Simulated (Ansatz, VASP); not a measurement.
# Na4Si3O8 (glassy 60SiO2-40Na2O (mol %)): VASP beside Ansatz

Aim: how closely do two programs agree when they are given the same cell, functional and k mesh? The cell is taken from a series of runs on this material, whose earlier steps may have relaxed or scaled it; both programs get it as it stands.

Method: plane waves, with VASP 6.6.1 beside it; single point at PBE, in Ansatz 0.2.0.

## Step 1: The structure

The cell holds 195 atoms: 39 Si, 52 Na and 104 O. Cell: a = 14.304 Å, b = 14.304 Å, c = 14.304 Å, α = 90.0°, β = 90.0°, γ = 90.0°. As first built, before any earlier steps moved the atoms: 195 atoms (39 Si, 52 Na, 104 O) placed at random at 2.24 g/cm^3, melted at 4000 K for 10 ps at fixed volume with the Morse and Coulomb pair potential with partial charges (Pedone, Malavasi, Menziani, Cormack and Segre, J. Phys. Chem. B 110, 11780 (2006)). Quenched from 4000 K to 300 K at 20 K/ps and fixed volume, held 5 ps.

## Step 2: VASP: single point, PBE

With cell and atoms fixed, the geometry can't cause a difference; cores, projectors, grids and the points listed under the comparison can.

Lines of VASP's logs that name or quote its potential files are left out, and so is its time.

File INCAR:

```
SYSTEM = Na4Si3O8
PREC = Accurate
ENCUT = 520
EDIFF = 1E-05
NELM = 100
ISMEAR = -1
SIGMA = 0.078
LREAL = Auto
ALGO = Fast
GGA = PE
NBANDS = 708
LORBIT = 11
LWAVE = .FALSE.
LCHARG = .FALSE.
ISIF = 2
```

File POSCAR:

```
Na4Si3O8
1.0
   14.3036000000      0.0000000000      0.0000000000
    0.0000000000     14.3036000000      0.0000000000
    0.0000000000      0.0000000000     14.3036000000
Si Na O
39 52 104
Direct
    0.6435800000      0.6259900000      0.4404200000
    0.9088200000      0.6388300000      0.8202500000
    0.5501700000      0.1912400000      0.9357100000
    0.3030100000      0.0273100000      0.8829100000
    0.4129100000      0.1982100000      0.7738100000
    0.8365700000      0.6818800000      0.5180000000
    0.9702500000      0.4486900000      0.0325700000
    0.0165300000      0.9742600000      0.9900400000
    0.7583000000      0.3409400000      0.7395900000
    0.7087700000      0.8411900000      0.1806000000
    0.2139100000      0.5879500000      0.1036300000
    0.5770200000      0.3656800000      0.0726100000
    0.3525800000      0.4244500000      0.3820100000
    0.3587500000      0.8345500000      0.3776200000
    0.2092900000      0.9981300000      0.4319400000
    0.7939900000      0.9501700000      0.0153800000
    0.5324500000      0.4443100000      0.5200500000
    0.1608200000      0.3643200000      0.4784700000
    0.5665500000      0.7099400000      0.8161100000
    0.4955300000      0.1081300000      0.5826700000
    0.2834100000      0.7260600000      0.5444500000
    0.7024300000      0.5500000000      0.8091600000
    0.7120400000      0.1836000000      0.5997100000
    0.6205500000      0.2468700000      0.2423700000
    0.0088300000      0.9822500000      0.3712200000
    0.3645600000      0.7347100000      0.1815400000
    0.7168900000      0.8815400000      0.8106700000
    0.8947200000      0.8095100000      0.6845500000
    0.7806400000      0.1454500000      0.1166400000
    0.0075900000      0.6089900000      0.1825100000
[... 159 atom lines left out ...]
    0.6246400000      0.9066000000      0.1878400000
    0.3404300000      0.5508500000      0.8494000000
    0.5089400000      0.7459200000      0.7292200000
    0.9763700000      0.0772300000      0.4209100000
    0.6081400000      0.1462500000      0.5781300000
    0.4941600000      0.2365500000      0.8477700000
```

File KPOINTS:

```
Automatic mesh
0
Gamma
1 1 1
0 0 0
```

Potentials, in the order of the species: Si, Na_pv and O (PBE family, release 64).

Run with:

```console
> export OMP_NUM_THREADS=5
> mpirun -np 1 vasp_gam
```

Numbers of over 12 decimals in the logs are rounded to 6 here.

Output:

```text
[banner, memory and clock lines left out]
running    1 mpi-ranks, on    1 nodes
[...]
Offloading initialized ...    1 GPUs detected
[...]
LDA part: xc-table for (Slater+PW92), standard interpolation
 POSCAR, INCAR and KPOINTS ok, starting setup
[...]
entering main loop
       N       E                     dE             d eps       ncg     rms          rms(c)
DAV:   1     0.184504331105E+05    0.18450E+05   -0.58496E+05  1416   0.191E+03
DAV:   2     0.213388044420E+04   -0.16317E+05   -0.15601E+05  1520   0.546E+02
DAV:   3    -0.113518000869E+04   -0.32691E+04   -0.31265E+04  1472   0.247E+02
DAV:   4    -0.144220472341E+04   -0.30702E+03   -0.30222E+03  1688   0.765E+01
[...]
RMM:  18    -0.123681246988E+04    0.49882E-04   -0.13979E-04  1831   0.183E-02    0.194E-02
RMM:  19    -0.123681246879E+04    0.10892E-05   -0.10123E-04  1939   0.112E-02    0.509E-03
RMM:  20    -0.123681247029E+04   -0.14970E-05   -0.13656E-05  1204   0.481E-03
   1 F= -.12368125E+04 E0= -.12368125E+04  d E =-.206063E-05
```

From OUTCAR (step 2):

```text
  FREE ENERGIE OF THE ION-ELECTRON SYSTEM (eV)
  ---------------------------------------------------
  free  energy   TOTEN  =     -1236.8124702897 eV

  energy  without entropy=    -1236.8124682291  energy(sigma->0) =    -1236.81246926
```

The run ends at a pressure of 3.30 GPa, with forces up to 6.0 eV/Å.

## Step 3: Ansatz: single point, PBE

Ansatz runs on its default PAW (the set named soft_2) files.

The same cell, functional, mesh and smearing now go to Ansatz, which takes its cutoff from its data sets.

File input.yaml:

```yaml
crystal:
  lattice:
    - [14.3036, 0.0, 0.0]
    - [0.0, 14.3036, 0.0]
    - [0.0, 0.0, 14.3036]
  atoms:
    - { symbol: Si, position: [0.64358, 0.62599, 0.44042] }
    - { symbol: Si, position: [0.90882, 0.63883, 0.82025] }
    - { symbol: Si, position: [0.55017, 0.19124, 0.93571] }
    - { symbol: Si, position: [0.30301, 0.02731, 0.88291] }
    - { symbol: Si, position: [0.41291, 0.19821, 0.77381] }
    - { symbol: Si, position: [0.83657, 0.68188, 0.518] }
    - { symbol: Si, position: [0.97025, 0.44869, 0.03257] }
    - { symbol: Si, position: [0.01653, 0.97426, 0.99004] }
    - { symbol: Si, position: [0.7583, 0.34094, 0.73959] }
    - { symbol: Si, position: [0.70877, 0.84119, 0.1806] }
    - { symbol: Si, position: [0.21391, 0.58795, 0.10363] }
    - { symbol: Si, position: [0.57702, 0.36568, 0.07261] }
    - { symbol: Si, position: [0.35258, 0.42445, 0.38201] }
    - { symbol: Si, position: [0.35875, 0.83455, 0.37762] }
    - { symbol: Si, position: [0.20929, 0.99813, 0.43194] }
    - { symbol: Si, position: [0.79399, 0.95017, 0.01538] }
    - { symbol: Si, position: [0.53245, 0.44431, 0.52005] }
    - { symbol: Si, position: [0.16082, 0.36432, 0.47847] }
    - { symbol: Si, position: [0.56655, 0.70994, 0.81611] }
    - { symbol: Si, position: [0.49553, 0.10813, 0.58267] }
    - { symbol: Si, position: [0.28341, 0.72606, 0.54445] }
    - { symbol: Si, position: [0.70243, 0.55, 0.80916] }
    - { symbol: Si, position: [0.71204, 0.1836, 0.59971] }
    - { symbol: Si, position: [0.62055, 0.24687, 0.24237] }
    - { symbol: Si, position: [0.00883, 0.98225, 0.37122] }
    - { symbol: Si, position: [0.36456, 0.73471, 0.18154] }
    - { symbol: Si, position: [0.71689, 0.88154, 0.81067] }
    - { symbol: Si, position: [0.89472, 0.80951, 0.68455] }
    - { symbol: Si, position: [0.78064, 0.14545, 0.11664] }
    - { symbol: Si, position: [0.00759, 0.60899, 0.18251] }
[... 159 atom lines left out ...]
    - { symbol: O, position: [0.62464, 0.9066, 0.18784] }
    - { symbol: O, position: [0.34043, 0.55085, 0.8494] }
    - { symbol: O, position: [0.50894, 0.74592, 0.72922] }
    - { symbol: O, position: [0.97637, 0.07723, 0.42091] }
    - { symbol: O, position: [0.60814, 0.14625, 0.57813] }
    - { symbol: O, position: [0.49416, 0.23655, 0.84777] }
kpoints:
  mp_grid: { grid: [1, 1, 1] }
hamiltonian:
  xc: pbe
scf:
  occupations: { method: fermi_dirac, width: 0.078 }
output:
  forces: true
```

Run with:

```console
> ansatz run input.yaml --threads 8 --pin off --max-ram 15872MiB --backend cpu --events-out ev --progress --plain --runs-dir out
```

Output:

```text
Engine: ansatz 0.2.0, aarch64-unknown-linux-gnu
Pseudopotentials: kind: paw
Pseudopotential: Si, paw, valence charge 4, recommended cutoff 420 eV (normal), Si.paw.azcp
Pseudopotential: Na, paw, valence charge 9, recommended cutoff 420 eV (normal), Na.paw.azcp
Pseudopotential: O, paw, valence charge 6, recommended cutoff 420 eV (normal), O.paw.azcp
Functional definition: PBE
  parameter kappa = 0.804
  parameter beta = 0.066725
  exchange = pbe_x(kappa = kappa, mu = beta*pi^2/3)
  correlation = pbe_c(beta = beta)
Crystal: 195 atoms, lattice volume = 2926.416 Å³
Basis set: ecut = 420 eV, 57363 PW (Γ), exchange–correlation on 192×192×192 points (8 copies of the dense FFT grid, shifted against one another)
Bands: 819, of which v1, the nominal top of the filled ones, is band 624 counted from 1 (623 counted from 0)
Symmetry: 1 space group operations
Space group: P1 (ITA 1), of the structure as read, at distance tolerance 1.4e-4 Å
k-points: 1
Non-local potential: Si, projectors of the file, l = 0: 2, l = 1: 2, l = 2: 2
Non-local potential: Na, projectors of the file, l = 0: 3, l = 1: 2, l = 2: 1
Non-local potential: O, projectors of the file, l = 0: 2, l = 1: 2, l = 2: 1
PAW form: soft (Blöchl's): semilocal exchange-correlation on the pseudo side does not see the compensation charge
PAW one-centre angular grid: Si, 110 points (default); XC on 64 Gauss nodes
PAW one-centre angular grid: Na, 110 points (default); XC on 64 Gauss nodes
PAW one-centre angular grid: O, 110 points (default); XC on 64 Gauss nodes
Initial density: superposition of atomic densities (neutral atoms: chi_scale 0, normalization atom), corrected by the library's trained network
Initial wavefunctions: pseudopotential atomic-orbital guess
Functional: x = pbe(κ = 0.804, μ = 0.219515), c = pbe(β = 0.066725)
SCF iter   1: F=—  HF=-161285.859574 eV  |F-HF|=—  |Δ(HF+E_count)|=         —  Δρ=1.93e-3  dr2=2.39e-1  ethr=1.77e-3  ⟨swp⟩=5.0  Hψ=3234  notcnv=0  defer=152
preconditioner: auto → Resta (q_TF=auto, 2.367 Å⁻¹)  ε∞=2.5  [insulator: Δε(μ)=2.363 eV  Ē_g=19.065 eV  σ=0.078 eV  W_gap=1.00  n_scr=690 (ndim 8)  ℏωp=23.2 eV  f_vac=0.212  D(μ)=0.00/eV (n_scr^D=0)  ε∞_Penn≈2.5]
SCF iter   2: F=—  HF=-161285.802847 eV  |F-HF|=—  |Δ(HF+E_count)|=   5.67e-2  Δρ=1.09e-3  dr2=5.82e-2  ethr=1.91e-5  ⟨swp⟩=2.0  Hψ=1477  notcnv=0  defer=172
SCF iter   3: F=—  HF=-161285.800730 eV  |F-HF|=—  |Δ(HF+E_count)|=   2.12e-3  Δρ=6.13e-4  dr2=1.70e-2  ethr=4.67e-6  ⟨swp⟩=2.0  Hψ=1003  notcnv=0  defer=76
automatic band count: iteration 3 solves 723 bands in place of 819: the levels show a gap, and the empty bands left out lie too high to hold charge; the band table lists the bands solved (type scf.n_extra_bands for more)
SCF iter   4: F=—  HF=-161285.798877 eV  |F-HF|=—  |Δ(HF+E_count)|=   1.85e-3  Δρ=1.98e-4  dr2=1.52e-3  ethr=1.36e-6  ⟨swp⟩=2.0  Hψ=1005  notcnv=0  defer=76
SCF iter   5: F=—  HF=-161285.799152 eV  |F-HF|=—  |Δ(HF+E_count)|=   2.75e-4  Δρ=1.38e-4  dr2=4.67e-4  ethr=1.21e-7  ⟨swp⟩=2.0  Hψ=1209  notcnv=0  defer=76
SCF iter   6: F=—  HF=-161285.799182 eV  |F-HF|=—  |Δ(HF+E_count)|=   3.00e-5  Δρ=3.46e-5  dr2=3.13e-5  ethr=3.75e-8  ⟨swp⟩=2.0  Hψ=1044  notcnv=0  defer=76
SCF iter   7: F=—  HF=-161285.803786 eV  |F-HF|=—  |Δ(HF+E_count)|=   4.60e-3  Δρ=1.66e-5  dr2=7.72e-6  ethr=2.50e-9  ⟨swp⟩=2.0  Hψ=1347  notcnv=0  defer=86
SCF iter   8: F=—  HF=-161285.803792 eV  |F-HF|=—  |Δ(HF+E_count)|=   6.46e-6  Δρ=7.53e-6  dr2=1.48e-6  ethr=6.18e-10  ⟨swp⟩=2.0  Hψ=1134  notcnv=0  defer=86
SCF iter   9: F=—  HF=-161285.803793 eV  |F-HF|=—  |Δ(HF+E_count)|=   7.52e-7  Δρ=2.90e-6  dr2=2.33e-7  ethr=1.19e-10  ⟨swp⟩=2.0  Hψ=1049  notcnv=0  defer=86
SCF iter  10: F=-161285.803793 eV  HF=-161285.803793 eV  |F-HF|=2.44e-8  |Δ(HF+E_count)|=   1.78e-7  Δρ=1.07e-6  dr2=3.59e-8  ethr=8.01e-12  ⟨swp⟩=4.0  Hψ=2247  notcnv=0
SCF 1 converged in 10 iterations: F = -161285.803793 eV  dr2 = 3.59e-8
  greatest PAW one-centre occupation: 0.999 electrons in one spin orbital (limit 2), on the Na atom at site 52 (counted from 0), in its partial waves of l = 0
SCF converged after 10 iterations
Free energy (F): -161285.803793 eV
Harris-Foulkes:  -161285.803793 eV  (|F-HF|=2.44e-8)
Internal energy: -161285.803791 eV  (E = F + TS)
E sigma→0 (E₀):  -161285.803792 eV
Entropy (-TS):   -0.000002 eV (-0.000 meV/atom)
Fermi energy:    4.410272 eV
--- Per-component energies (eV) ---
  E_band       = -14447.358473
  E_kinetic    = 26607.719844
  E_local      = -124407.087722  (includes V_loc(G=0)·N_el)
  E_nonlocal   = 11944.465908
  E_hartree    = 45884.693930
  E_xc         = -11983.734944
  E_vxc        = -14390.673916  (∫ρ·V_xc dr)
  E_paw        = -50203.479409  (= ΣΔE_a)
  E_vpaw       = -5971.420913  (= ΣTr[D̂ρ^β])
  E_aug_tail   = 0.262466  (compensation charges beyond the density's cutoff)
  E_ewald      = -59128.643864
  E_smearing   = -0.000002  (= −TS)
[...]
atom  31  Si    -0.65659759     1.67420071     2.85453005
  atom  32  Si    -1.51729115     1.27452957     3.27124335
  atom  33  Si    -2.23660452     0.48831361    -0.41558299
  atom  34  Si     1.90336734     1.64236946     4.94346313
  atom  35  Si     0.58270983    -2.00236694    -1.41838788
  atom  36  Si     0.01702570    -1.72625021     0.06906976
  atom  37  Si    -0.98906852    -0.00887372     1.68231222
  atom  38  Si     1.30234282    -1.63421114    -1.07977747
  atom  39  Si    -0.24307782    -0.87470610    -0.15857732
  atom  40  Na     0.07957137     0.00395580    -0.25547594
  atom  41  Na     0.19457519    -0.34664253     0.49887776
  atom  42  Na     0.29417681     0.00731711    -0.02753286
  atom  43  Na     0.40082521    -0.14403493    -0.55589861
  atom  44  Na    -0.07019767    -0.44750194     0.16786673
  atom  45  Na     0.49642309     0.04977956    -1.27739781
  atom  46  Na    -0.30086281    -0.04908985     1.36457452
  atom  47  Na    -0.57895586     0.96527190    -0.72442185
  atom  48  Na    -1.00663127    -0.65166166     0.01134390
  atom  49  Na    -0.20971865    -0.39904019     0.14547490
  atom  50  Na     0.53270911    -0.41819536    -0.02599300
  atom  51  Na    -0.19702531     0.08288303    -0.54206354
  atom  52  Na     0.15840136     0.07604930     0.43340372
  atom  53  Na     0.12006317     0.56199596     0.68065236
  atom  54  Na    -0.04372571     0.56113411     0.37443256
[...]
atom 188  O     -0.11154589     0.26497795     0.28325692
  atom 189  O     -0.56983114    -1.60163508     0.78378151
  atom 190  O     -3.99605534     2.32591729     0.38600375
  atom 191  O      2.47292749    -1.56993747    -0.64139084
  atom 192  O     -1.32585332     0.27526679    -1.75177240
  atom 193  O     -1.24575573     0.72508692     0.44462772
  atom 194  O     -1.38939256    -1.21935946    -0.00192072
  atom 195  O     -1.26434762     0.49555263    -1.50499007
  max |Σ_I F_I| component: 2.16e-4 eV/Å
```

## Step 4: Side by side

Known differences besides the PAW data sets themselves: the data sets hold 1248 valence electrons in Ansatz (default PAW (the set named soft_2) files) and 1144 in VASP; the cutoff is 420 eV in Ansatz and 520 eV in VASP (PREC = Accurate, projectors in real space); VASP leaves aspherical gradient terms in its spheres out (LASPH is not set), Ansatz keeps them. Total energies have different zeros and are not compared.

Compared:

| quantity | Ansatz | VASP | difference |
| --- | --- | --- | --- |
| gap on the k mesh (eV) | 2.346 | 2.338 | +0.008 |

Forces on 10 of the 195 atoms, picked by the larger force of the two programs (eV/Å; atoms numbered as in POSCAR):

```csv
atom,"Ansatz x, y, z","VASP x, y, z"
Si22,"4.533, -3.142, 0.368","4.511, -3.171, 0.346"
Si23,"-2.765, 4.347, -2.366","-2.779, 4.369, -2.387"
Si34,"1.903, 1.642, 4.943","1.910, 1.601, 4.947"
O94,"3.720, -4.456, 0.973","3.773, -4.503, 0.982"
O96,"-2.078, -0.175, 3.636","-2.113, -0.174, 3.717"
O104,"-0.153, 4.538, -0.770","-0.167, 4.611, -0.774"
O128,"-2.851, 2.831, 3.030","-2.900, 2.877, 3.089"
O150,"-2.230, -0.581, -4.413","-2.269, -0.582, -4.488"
O170,"1.392, -1.883, -5.268","1.413, -1.914, -5.323"
O190,"-3.996, 2.326, 0.386","-4.057, 2.373, 0.393"
```

The forces differ by 29 meV/Å r.m.s., which is 2.3 % of the r.m.s. force of 1.26 eV/Å (both taken over all components).

## Step 5: Outcome

```
r.m.s. force difference (single point, PBE) : 2.3 % of the r.m.s. force
```

**Reading.** The r.m.s. force difference is 2.3 % of the r.m.s. force (single point, PBE), within the 3 % picked in this series as the mark of a large difference. Differences of this kind measure data sets and numerical settings, not the functional's error against experiment.

[Lines on the potential files, build, host, timing and source positions are cut from VASP's logs without a mark.]

[Logs are printed without paths, hosts, clocks, repeated set-up lines and the standing remarks that a program may print on its own settings, such as how far it seeks lower states.]

[Hosts, paths, dates, database ids (printed as entryN), source tags and the programs' standing remarks are cut or masked in the printed files.]
